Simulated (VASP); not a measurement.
Output of a VASP run:

**OUTCAR**
```
 ion  position               nearest neighbor table
   1  0.000  0.000  0.000-
  LATTYP: Found a face centered cubic cell.
 ALAT       =     3.9200000000
 Subroutine PRICEL returns:
 Original cell was already a primitive cell.
 Subroutine GETGRP returns: Found 48 space group operations
The static configuration has the point symmetry O_h .
The dynamic configuration has the point symmetry O_h .
 Subroutine INISYM returns: Found 48 space group operations
 Subroutine IBZKPT returns following result:
 Found    104 irreducible k-points:

 Following reciprocal coordinates:
            Coordinates               Weight
  0.000000  0.000000  0.000000      1.000000
  0.071429  0.000000  0.000000      8.000000
  0.142857  0.000000  0.000000      8.000000
  0.214286  0.000000  0.000000      8.000000
  0.285714  0.000000  0.000000      8.000000
  0.357143  0.000000  0.000000      8.000000
  0.428571  0.000000  0.000000      8.000000
  0.500000  0.000000  0.000000      4.000000
  0.071429  0.071429  0.000000      6.000000
  0.142857  0.071429  0.000000     24.000000
  0.214286  0.071429  0.000000     24.000000
  0.285714  0.071429  0.000000     24.000000
  0.357143  0.071429  0.000000     24.000000
  0.428571  0.071429  0.000000     24.000000
  0.500000  0.071429  0.000000     24.000000
 -0.428571  0.071429  0.000000     24.000000
 -0.357143  0.071429  0.000000     24.000000
 -0.285714  0.071429  0.000000     24.000000
 -0.214286  0.071429  0.000000     24.000000
 -0.142857  0.071429  0.000000     24.000000
 -0.071429  0.071429  0.000000     12.000000
  0.142857  0.142857  0.000000      6.000000
  0.214286  0.142857  0.000000     24.000000
  0.285714  0.142857  0.000000     24.000000
  0.357143  0.142857  0.000000     24.000000
  0.428571  0.142857  0.000000     24.000000
  0.500000  0.142857  0.000000     24.000000
 -0.428571  0.142857  0.000000     24.000000
 -0.357143  0.142857  0.000000     24.000000
 -0.285714  0.142857  0.000000     24.000000
 -0.214286  0.142857  0.000000     24.000000
 -0.142857  0.142857  0.000000     12.000000
  0.214286  0.214286  0.000000      6.000000
  0.285714  0.214286  0.000000     24.000000
  0.357143  0.214286  0.000000     24.000000
  0.428571  0.214286  0.000000     24.000000
  0.500000  0.214286  0.000000     24.000000
 -0.428571  0.214286  0.000000     24.000000
 -0.357143  0.214286  0.000000     24.000000
 -0.285714  0.214286  0.000000     24.000000
   k-points           NKPTS =    104   k-points in BZ     NKDIM =    104   number of bands    NBANDS=      9
   number of dos      NEDOS =    301   number of ions     NIONS =      1
   total plane-waves  NPLWV =   5832
   dimension x,y,z NGX =    18 NGY =   18 NGZ =   18
   dimension x,y,z NGXF=    36 NGYF=   36 NGZF=   36
   ions per type =               1
   PREC   = accura    normal or accurate (medium, high low for compatibility)
   ISTART =      0    job   : 0-new  1-cont  2-samecut
   ICHARG =      2    charge: 1-file 2-atom 10-const
   ISPIN  =      1    spin polarized calculation?
   LNONCOLLINEAR =      F non collinear calculations
   LSORBIT =      F    spin-orbit coupling
   INIWAV =      1    electr: 0-lowe 1-rand  2-diag
   ENCUT  =  400.0 eV  29.40 Ry    5.42 a.u.   4.52  4.52  4.52*2*pi/ulx,y,z
   NELM   =    100;   NELMIN=  2; NELMDL= -5     # of ELM steps
   EDIFF  = 0.1E-05   stopping-criterion for ELM
   LREAL  =      F    real-space projection
   NLSPLINE    = F    spline interpolate recip. space projectors
   LMAXMIX     =    6 max onsite mixed and CHGCAR
   VOSKOWN=      0    Vosko Wilk Nusair interpolation
   EDIFFG = 0.1E-04   stopping-criterion for IOM
   NSW    =      0    number of steps for IOM
   NBLOCK =      1;   KBLOCK =      1    inner block; outer block
   IBRION =     -1    ionic relax: 0-MD 1-quasi-New 2-CG
   NFREE  =      0    steps in history (QN), initial steepest desc. (CG)
...
```

**OSZICAR**
```
       N       E                     dE             d eps       ncg     rms          rms(c)
DAV:   1     0.243778462927E+02    0.24378E+02   -0.47411E+03  2216   0.814E+02
DAV:   2    -0.623184211985E+01   -0.30610E+02   -0.28669E+02  1953   0.156E+02
DAV:   3    -0.646350797895E+01   -0.23167E+00   -0.22853E+00  2157   0.138E+01
DAV:   4    -0.646431269305E+01   -0.80471E-03   -0.80469E-03  2110   0.865E-01
DAV:   5    -0.646431813558E+01   -0.54425E-05   -0.54409E-05  2161   0.667E-02    0.129E+01
DAV:   6    -0.613255089526E+01    0.33177E+00   -0.84777E-01  1908   0.842E+00    0.687E+00
DAV:   7    -0.609225035723E+01    0.40301E-01   -0.15845E-01  1999   0.354E+00    0.251E+00
DAV:   8    -0.608872716863E+01    0.35232E-02   -0.50203E-03  2012   0.692E-01    0.464E-01
DAV:   9    -0.608861040770E+01    0.11676E-03   -0.43908E-05  1976   0.709E-02    0.177E-02
DAV:  10    -0.608861537518E+01   -0.49675E-05   -0.20007E-06  2172   0.133E-02    0.196E-03
DAV:  11    -0.608861544225E+01   -0.67071E-07   -0.38722E-08  1004   0.196E-03
   1 F= -.60886154E+01 E0= -.60887264E+01  d E =0.332923E-03
```

### OUTCAR
```
------------------------ aborting loop because EDIFF is reached ----------------------------------------
  FORCE on cell =-STRESS in cart. coord.  units (eV):
  Direction    XX          YY          ZZ          XY          YZ          ZX
  --------------------------------------------------------------------------------------
  Total        0.9126650      0.9126650      0.9126650      0.0000000     -0.0000000      0.0000000
  in kB       97.1010114     97.1010114     97.1010114      0.0000000     -0.0000000      0.0000000
  external PRESSURE =      97.1010114 kB  Pullay stress =       0.0000000 kB
  volume of cell :       15.06
      direct lattice vectors                 reciprocal lattice vectors
     0.000000000  1.960000000  1.960000000    -0.255102041  0.255102041  0.255102041
     1.960000000  0.000000000  1.960000000     0.255102041 -0.255102041  0.255102041
     1.960000000  1.960000000  0.000000000     0.255102041  0.255102041 -0.255102041
 POSITION                                       TOTAL-FORCE (eV/Angst)
 -----------------------------------------------------------------------------------
      0.00000      0.00000      0.00000         0.000000     -0.000000     -0.000000
 -----------------------------------------------------------------------------------
    total drift:                                0.000000     -0.000000     -0.000000
  FREE ENERGIE OF THE ION-ELECTRON SYSTEM (eV)
  ---------------------------------------------------
  free  energy   TOTEN  =        -6.0886154422 eV

  energy  without entropy=       -6.0889483655  energy(sigma->0) =       -6.08872642
```
(Selected blocks of OUTCAR.)

File POSCAR:
```
Pt
1
    0.0000000000     1.9600000000     1.9600000000
    1.9600000000     0.0000000000     1.9600000000
    1.9600000000     1.9600000000     0.0000000000
Pt
1
Direct
  0.0000000000   0.0000000000   0.0000000000
```

**Question.** Reconstruct the remaining input files.

**Answer.** One answer among several that fit: the input of the run itself, PBE GGA, plane waves, VASP's PBE PAW potentials (set 64).

**INCAR**
```
LASPH=.True.
GGA=PE   ! PBE
LMAXMIX=6
LCHARG=.False.
ALGO=Normal   ! blocked Davidson
NELM=100
ISMEAR=1   ! Methfessel-Paxton
LWAVE=.False.
LREAL=.False.   ! projection in real space or not
ISIF=2   ! forces and stress, cell fixed
SIGMA=0.1   ! width (eV)
EDIFF=1E-6
ENCUT=400   ! plane-wave cut-off (eV)
PREC=Accurate
SYSTEM=Pt
```

**KPOINTS**
```
Automatic mesh
0
Gamma
14 14 14
0 0 0
```

POTCAR, in this order: Pt (PBE.64 set). Program: vasp_std.

The compound is Pt in the fcc structure. The cell was not relaxed at this level.
